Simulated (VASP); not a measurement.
# Titanium: formation energy of Ta on the Ti site, part 4 of 4

Aim: the formation energy and local structure of Ta on the Ti site in Titanium. The start is a cell from a database of measured crystal structures.

VASP 6.6.1, plane waves and PAW; the level of theory is named at each step.

So far. Step 4 (Reference Ta): The run ended after 3 ionic steps, 0.006 eV below its first step, once forces and stress met EDIFFG = -0.02. Step 4 (Reference Ta): Energy at zero smearing: -48.62408 eV.

## Step 5: The defect cell

This step: r2SCAN; plane waves and PAW (Ta, Ti) (VASP 6.6.1).

System of this step: TaTi35 (Titanium). The cell holds 36 atoms: 1 Ta and 35 Ti. Its edges and angles: a = 8.716 Å, b = 8.716 Å, c = 9.325 Å, α = 90.0°, β = 90.0°, γ = 120.0°. It derives from Ti (Titanium). Nearest the centre at fractional (0.222, 0.111, 0.375): Ta1 at 0.00 Å, Ti25 at 2.87 Å, Ti26 at 2.87 Å, Ti19 at 2.87 Å, Ti20 at 2.87 Å, Ti23 at 2.87 Å, Ti24 at 2.87 Å, Ti3 at 2.91 Å.

The host is treated as a metal, since its gap is under 0.3 eV or closed. The run keeps 12 symmetry operations, which cuts the number of k-points but bars distortions that break them. The atoms relax at the host's fixed cell.

File INCAR:

```
SYSTEM = TaTi35
PREC = Normal
ENCUT = 300
EDIFF = 1E-05
NELM = 120
ISMEAR = 1
SIGMA = 0.2
LREAL = Auto
ALGO = Normal
METAGGA = R2SCAN
LASPH = .TRUE.
LORBIT = 11
LWAVE = .FALSE.
LCHARG = .TRUE.
KPAR = 4
IBRION = 2
NSW = 50
ISIF = 2
EDIFFG = -0.03
POTIM = 0.4
MAXMIX = 40
ISYM = 2
```

File POSCAR:

```
TaTi35
1.0
    8.7155529951      0.0000000000      0.0000000000
   -4.3577764977      7.5478903020      0.0000000000
    0.0000000000      0.0000000000      9.3254048860
Ta Ti
1 35
Direct
    0.2222222200      0.1111111100      0.3750000000
    0.2222222200      0.1111111100      0.8750000000
    0.2222222200      0.4444444400      0.3750000000
    0.2222222200      0.4444444400      0.8750000000
    0.2222222200      0.7777777800      0.3750000000
    0.2222222200      0.7777777800      0.8750000000
    0.5555555600      0.1111111100      0.3750000000
    0.5555555600      0.1111111100      0.8750000000
    0.5555555600      0.4444444400      0.3750000000
    0.5555555600      0.4444444400      0.8750000000
    0.5555555600      0.7777777800      0.3750000000
    0.5555555600      0.7777777800      0.8750000000
    0.8888888900      0.1111111100      0.3750000000
    0.8888888900      0.1111111100      0.8750000000
    0.8888888900      0.4444444400      0.3750000000
    0.8888888900      0.4444444400      0.8750000000
    0.8888888900      0.7777777800      0.3750000000
    0.8888888900      0.7777777800      0.8750000000
    0.1111111100      0.2222222200      0.1250000000
    0.1111111100      0.2222222200      0.6250000000
    0.1111111100      0.5555555600      0.1250000000
    0.1111111100      0.5555555600      0.6250000000
    0.1111111100      0.8888888900      0.1250000000
    0.1111111100      0.8888888900      0.6250000000
    0.4444444400      0.2222222200      0.1250000000
    0.4444444400      0.2222222200      0.6250000000
    0.4444444400      0.5555555600      0.1250000000
    0.4444444400      0.5555555600      0.6250000000
    0.4444444400      0.8888888900      0.1250000000
    0.4444444400      0.8888888900      0.6250000000
    0.7777777800      0.2222222200      0.1250000000
    0.7777777800      0.2222222200      0.6250000000
    0.7777777800      0.5555555600      0.1250000000
    0.7777777800      0.5555555600      0.6250000000
    0.7777777800      0.8888888900      0.1250000000
    0.7777777800      0.8888888900      0.6250000000
```

File KPOINTS:

```
Automatic mesh
0
Gamma
5 5 4
0 0 0
```

Potentials, in the order of the species: Ta and Ti (PBE family, release 64).

On the command line:

```
$ mpirun -np 4 vasp_std
```

Log:

```text
[banner, memory and clock lines left out]
running    4 mpi-ranks, on    1 nodes
 distrk:  each k-point on    1 cores,    4 groups
 distr:  one band on    1 cores,    1 groups

 POSCAR found type information on POSCAR TaTi
 POSCAR found :  2 types and      36 ions
 [... a notice as in an earlier step ...]

 LDA part: xc-table for (None), standard interpolation
 POSCAR, INCAR and KPOINTS ok, starting setup
 FFT: planning ... GRIDC
 FFT: planning ... GRID_SOFT
 FFT: planning ... GRID
 WAVECAR not read
 entering main loop
       N       E                     dE             d eps       ncg     rms          rms(c)
DAV:   1     0.262485092127E+03    0.26249E+03   -0.34367E+04  2730   0.950E+02
DAV:   2    -0.409548245090E+03   -0.67203E+03   -0.65116E+03  2730   0.246E+02
DAV:   3    -0.516399740626E+03   -0.10685E+03   -0.10095E+03  4300   0.816E+01
DAV:   4    -0.525358379618E+03   -0.89586E+01   -0.87176E+01  4420   0.251E+01
DAV:   5    -0.525726766713E+03   -0.36839E+00   -0.35849E+00  4156   0.349E+00    0.655E+01
DAV:   6    -0.505066154839E+03    0.20661E+02   -0.80920E+01  3976   0.363E+01    0.219E+01
DAV:   7    -0.501223074095E+03    0.38431E+01   -0.41411E+01  4724   0.205E+01    0.111E+01
DAV:   8    -0.500252789106E+03    0.97028E+00   -0.54002E+01  4254   0.249E+01    0.893E+00
DAV:   9    -0.498630210081E+03    0.16226E+01   -0.16156E+01  4179   0.130E+01    0.316E+00
DAV:  10    -0.498645820085E+03   -0.15610E-01   -0.26333E+00  4252   0.512E+00    0.235E+00
DAV:  11    -0.498567321156E+03    0.78499E-01   -0.97963E-01  4289   0.289E+00    0.101E+00
DAV:  12    -0.498554353746E+03    0.12967E-01   -0.22957E-01  4204   0.146E+00    0.838E-01
DAV:  13    -0.498545721771E+03    0.86320E-02   -0.95582E-02  4212   0.787E-01    0.345E-01
DAV:  14    -0.498549731585E+03   -0.40098E-02   -0.29027E-02  4268   0.502E-01    0.351E-01
DAV:  15    -0.498548418092E+03    0.13135E-02   -0.13602E-02  4188   0.381E-01    0.195E-01
DAV:  16    -0.498548088205E+03    0.32989E-03   -0.66656E-03  4297   0.240E-01    0.622E-02
DAV:  17    -0.498548126802E+03   -0.38597E-04   -0.94867E-04  4308   0.942E-02    0.403E-02
DAV:  18    -0.498548079215E+03    0.47587E-04   -0.19390E-04  4257   0.472E-02    0.277E-02
DAV:  19    -0.498548063011E+03    0.16204E-04   -0.83456E-05  4012   0.353E-02    0.213E-02
DAV:  20    -0.498548054858E+03    0.81528E-05   -0.36093E-05  3409   0.237E-02
   1 F= -.49854805E+03 E0= -.49857865E+03  d E =-.498548E+03
 curvature:   0.00 expect dE= 0.000E+00 dE for cont linesearch  0.000E+00
 trial: gam= 0.00000 g(F)=  0.302E-02 g(S)=  0.000E+00 ort = 0.000E+00 (trialstep = 0.100E+01)
 search vector abs. value=  0.302E-02
 bond charge predicted
       N       E                     dE             d eps       ncg     rms          rms(c)
DAV:   1    -0.498550575109E+03   -0.25121E-02   -0.87951E-02  2856   0.794E-01    0.123E-01
DAV:   2    -0.498550898740E+03   -0.32363E-03   -0.56018E-03  4212   0.262E-01    0.137E-01
DAV:   3    -0.498550614774E+03    0.28397E-03   -0.32475E-03  4009   0.171E-01    0.557E-02
DAV:   4    -0.498550615871E+03   -0.10972E-05   -0.70201E-04  4044   0.851E-02    0.376E-02
DAV:   5    -0.498550601599E+03    0.14272E-04   -0.20831E-04  4073   0.442E-02    0.216E-02
DAV:   6    -0.498550597486E+03    0.41124E-05   -0.56235E-05  3348   0.248E-02
   2 F= -.49855060E+03 E0= -.49858123E+03  d E =-.254263E-02
 trial-energy change:   -0.002543  1 .order   -0.002552   -0.003019   -0.002085
 step:   3.2299(harm=  3.2299)  dis= 0.01097  next Energy=  -498.552931 (dE=-0.488E-02)
 bond charge predicted
       N       E                     dE             d eps       ncg     rms          rms(c)
DAV:   1    -0.498552749352E+03   -0.21478E-02   -0.43761E-01  2736   0.177E+00    0.276E-01
DAV:   2    -0.498552899945E+03   -0.15059E-03   -0.12479E-02  4092   0.418E-01    0.257E-02
DAV:   3    -0.498553020258E+03   -0.12031E-03   -0.10062E-03  4086   0.869E-02    0.166E-02
DAV:   4    -0.498553015084E+03    0.51746E-05   -0.49284E-05  3164   0.194E-02
   3 F= -.49855302E+03 E0= -.49858363E+03  d E =-.496023E-02
 curvature:  -1.61 expect dE=-0.640E-03 dE for cont linesearch -0.915E-06
 trial: gam= 0.11757 g(F)=  0.396E-03 g(S)=  0.000E+00 ort = 0.414E-04 (trialstep = 0.145E+01)
 search vector abs. value=  0.448E-03
 reached required accuracy - stopping structural energy minimisation
```

It took 6 min on 4 MPI ranks of Intel Xeon 6975P-C (Granite Rapids), shared host; peak memory 1.7 GiB; 24 min of CPU time.

OUTCAR, selected parts (step 5):

```text
   NELECT =     145.0000    total number of electrons

 E-fermi :   3.3208

 k-point     1 :       0.0000    0.0000    0.0000
  band No.  band energies     occupation
    ...
     70       2.9562      2.02713
     71       2.9676      2.03154
     72       2.9688      2.03204
     73       3.2708      1.40894
     74       3.2965      1.20368
     75       3.5370     -0.06321
     76       3.5370     -0.06321
     77       3.5671     -0.07090
     78       3.5714     -0.07068
     79       3.8057     -0.00323
    ...

  Total        2.4383626      2.4383626     -4.5030435     -0.0000000      0.0000000     -0.0000000
  in kB        6.3682579      6.3682579    -11.7605734     -0.0000000      0.0000000     -0.0000000
  external PRESSURE =       0.3253141 kB  Pullay stress =       0.0000000 kB

 POSITION                                       TOTAL-FORCE (eV/Angst)
 -----------------------------------------------------------------------------------
      1.45259      0.83865      3.49703        -0.000000      0.000000      0.000000
      1.45259      0.83865      8.15973        -0.000000      0.000000      0.000000
     -0.00656      3.35630      3.49703         0.006985     -0.027269      0.000000
     -0.00062      3.35893      8.15973         0.011572      0.019628      0.000000
     -1.45442      5.86406      3.49703        -0.020123      0.019684      0.000000
     -1.44917      5.86789      8.15973         0.022785      0.000208      0.000000
      4.36251      0.84350      3.49703        -0.027109      0.007585      0.000000
      4.36182      0.83704      8.15973         0.011213     -0.019836      0.000000
      2.91175      3.35630      3.49703        -0.006985     -0.027269      0.000000
      2.90581      3.35893      8.15973        -0.011572      0.019628      0.000000
      1.45259      5.87058      3.49703        -0.000000      0.000000      0.000000
      1.45259      5.87058      8.15973        -0.000000      0.000000      0.000000
      7.25822      0.84350      3.49703         0.027109      0.007585      0.000000
      7.25892      0.83704      8.15973        -0.011213     -0.019836      0.000000
      5.81037      3.35462      3.49703        -0.000000      0.000000      0.000000
      5.81037      3.35462      8.15973        -0.000000      0.000000      0.000000
      4.35960      5.86406      3.49703         0.020123      0.019684      0.000000
      4.35435      5.86789      8.15973        -0.022785      0.000208      0.000000
     -0.00112      1.67796      1.15471         0.003889     -0.002245     -0.005115
     -0.00112      1.67796      5.83934         0.003889     -0.002245      0.005115
     -1.45277      4.19317      1.16614        -0.008946     -0.005165     -0.013280
     -1.45277      4.19317      5.82791        -0.008946     -0.005165      0.013280
     -2.90518      6.70794      1.15471        -0.000000      0.004490     -0.005115
     -2.90518      6.70794      5.83934        -0.000000      0.004490      0.005115
[...]
-----------------------------------------------------------------------------------
    total drift:                               -0.001753     -0.000878     -0.000000

  FREE ENERGIE OF THE ION-ELECTRON SYSTEM (eV)
  ---------------------------------------------------
  free  energy   TOTEN  =      -498.5530150838 eV

  energy  without entropy=     -498.6448609945  energy(sigma->0) =     -498.58363039

[... 7 parts as in an earlier step ...]

[... 11 further parts left out ...]
```

The data sets Ta and Ti keep the semicore shell frozen, which is cheaper and a little less accurate. The run keeps the 12 symmetry operations of its start, so it cannot find a distortion of lower symmetry.

Step by step:

| step | energy less that of the first step (eV) | largest force (eV/Å) |
| --- | --- | --- |
| 1 | 0.0000 | 0.0886 |
| 2 | -0.0025 | 0.0624 |
| 3 | -0.0050 | 0.0281 |

The atoms that moved most (Å):

| atom | dx | dy | dz | length |
| --- | --- | --- | --- | --- |
| Ti26 | 0.001 | 0.001 | 0.011 | 0.011 |
| Ti20 | -0.001 | 0.001 | 0.011 | 0.011 |
| Ti19 | -0.001 | 0.001 | -0.011 | 0.011 |
| Ti25 | 0.001 | 0.001 | -0.011 | 0.011 |
| Ti24 | 0.000 | -0.001 | 0.011 | 0.011 |
| Ti23 | 0.000 | -0.001 | -0.011 | 0.011 |
| Ti9 | 0.007 | 0.002 | 0.000 | 0.007 |
| Ti3 | -0.007 | 0.002 | 0.000 | 0.007 |

Final coordinates:

```
Ta Ti
1.0
     8.71555    0.00000    0.00000
    -4.35778    7.54789    0.00000
     0.00000    0.00000    9.32540
Ta Ti
1 35
Direct
  0.22222 0.11111 0.37500
  0.22222 0.11111 0.87500
  0.22158 0.44467 0.37500
  0.22244 0.44502 0.87500
  0.22158 0.77691 0.37500
  0.22244 0.77742 0.87500
  0.55642 0.11175 0.37500
  0.55591 0.11090 0.87500
  0.55642 0.44467 0.37500
  0.55591 0.44502 0.87500
  0.55556 0.77778 0.37500
  0.55556 0.77778 0.87500
  0.88867 0.11175 0.37500
  0.88832 0.11090 0.87500
  0.88889 0.44444 0.37500
  0.88889 0.44444 0.87500
  0.88867 0.77691 0.37500
  0.88832 0.77742 0.87500
  0.11103 0.22231 0.12382
  0.11103 0.22231 0.62618
  0.11108 0.55554 0.12505
  0.11108 0.55554 0.62495
  0.11103 0.88872 0.12382
  0.11103 0.88872 0.62618
  0.44462 0.22231 0.12382
  0.44462 0.22231 0.62618
  0.44470 0.55606 0.12509
  0.44470 0.55606 0.62491
  0.44470 0.88863 0.12509
  0.44470 0.88863 0.62491
  0.77779 0.22225 0.12505
  0.77779 0.22225 0.62495
  0.77779 0.55554 0.12505
  0.77779 0.55554 0.62495
  0.77727 0.88863 0.12509
  0.77727 0.88863 0.62491
```

Numbers from this step:

- electronic cycles: 30
- electrons: 145
- free energy (TOTEN): -498.5530 eV
- energy at zero smearing: -498.5836 eV
- Fermi energy: 3.321 eV

Valence density in the ab plane at fractional z = 0.375, through the centre, with atoms of Ta and Ti within 0.45 Å of it. It is the smooth field of the valence electrons, not physical close to the nuclei.

Ten even steps from '0' (0.1 e/Å³) to '9' (1.0 e/Å³), each cell a mean:
```
001111000000000000000000
001110000000000000000000
111111110000011100000111
100014531000245310002453
000148831001588410015883
000379620002796200037962
000355200003552000035520
000121000001210000012100
000000000000000000000000
000000000000000000000000
000001110000011100000111
100024531000145310001453
100159831001598410015984
000379620002796200037962
000355200003552000035520
000121000001210000012100
000010000001000000000000
000111111111000000000000
001112221111011100000111
111122222111145310002453
101222222101588410015883
001222221002796200037962
001222210003552000035520
001222100001210000012100
```
Columns run along a (8.7 Å), rows up along b (8.7 Å). Atoms in or near the plane, at fractional coordinates: Ta at (0.22, 0.11), Ti at (0.22, 0.44), Ti at (0.22, 0.78), Ti at (0.56, 0.11), Ti at (0.56, 0.44), Ti at (0.56, 0.78), Ti at (0.89, 0.11), Ti at (0.89, 0.44), Ti at (0.89, 0.78).

The run ended after 3 ionic steps, 0.005 eV below its first step, once the forces on the free atoms met EDIFFG = -0.03.

The 12 first neighbours (Ti) lie 2.89 Å from the site on average (2.87 to 2.91) in the perfect crystal and 2.90 Å on average from the atom on it after the relaxation (+0.2 %).

## Step 6: Formation energies

This step: point defect, r2SCAN; plane waves and PAW (VASP 6.6.1).

No new run; the numbers come from the runs before.

Numbers from this step:

* formation energy of the neutral defect: 0.3652 eV

Formation energy:

| formation energy (eV) | largest move (Å) |
| --- | --- |
| 0.3652 | 0.01104 |

E_f is E(defect cell) less E(perfect cell), corrected for the atoms exchanged with their references.

References, in eV an atom: Ta -48.624 (crystal Im-3m) and Ti -12.866 (the host). They were run at the supercell's cutoff and functional, without U, and count both elements from their own phases.

## Step 7: Summary of results

```yaml
formation_energy_at_charge_0: 0.365 eV
```

In words: Ta on the Ti site costs 0.37 eV, with every exchanged atom at the energy of its element. The 12 first neighbours (Ti) lie 2.89 Å from the site on average (2.87 to 2.91) in the perfect crystal and 2.90 Å on average from the atom on it after the relaxation (+0.2 %). With metallic smearing the value can move by tenths of an eV with the k mesh. The supercell of 36 atoms is small, so interactions between images remain.

[Lines on the potential files, build, host, timing and source positions are cut from VASP's logs without a mark.]

[Logs are printed without paths, hosts, clocks, repeated set-up lines and the standing remarks that a program may print on its own settings, such as how far it seeks lower states.]

[Hosts, paths, dates, database ids (printed as entryN), source tags and the programs' standing remarks are cut or masked in the printed files.]

[In band tables of VASP the shares of atoms and orbitals are scaled to a sum of 1 inside the atoms' spheres.]

[Runs that stopped without an error message from VASP are left out.]
